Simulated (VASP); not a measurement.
Input:

```
W2B
1.0
    4.19906     0.00000     0.00000
    0.00000     4.19906     0.00000
    0.00000     0.00000     6.40712
W B
4 2
Direct
  0.00000   0.00000   0.00000
  0.50000   0.50000   0.00000
  0.50000   0.00000   0.27000
  0.00000   0.50000   0.73000
  0.50000   0.00000   0.70000
  0.00000   0.50000   0.30000
```

The numbers are results of PBE GGA, VASP's PBE PAW potentials (set 64) (plane waves; VASP), not measurements. Run with 400 eV cut-off, 4×4×3 Γ-centred mesh, Fermi-Dirac smearing of 0.050 eV, potentials W_sv B.

At this cut-off the stress carries a Pulay error, which pulls relaxed volumes low.

Give the force on each atom (eV/Å).

```tsv
atom	Fx	Fy	Fz
W1	0.000	0.000	0.000
W2	0.000	0.000	0.000
W3	0.000	0.000	0.380
W4	0.000	0.000	-0.380
B5	0.000	0.000	0.676
B6	0.000	0.000	-0.676
```

Give the stress tensor in GPa (positive for a compressed cell).

```
-25.94    0.00    0.00
  0.00  -25.94    0.00
  0.00    0.00  -32.53
```
The pressure is its mean diagonal, -28.14 GPa.

The structure was generated: BW2 was put into an ordered model structure, which need not be its known phase. The cell was not relaxed at this level. The k-mesh is coarse (spacing up to 0.37 per Å, 2π included), so the numbers may not be converged in it.
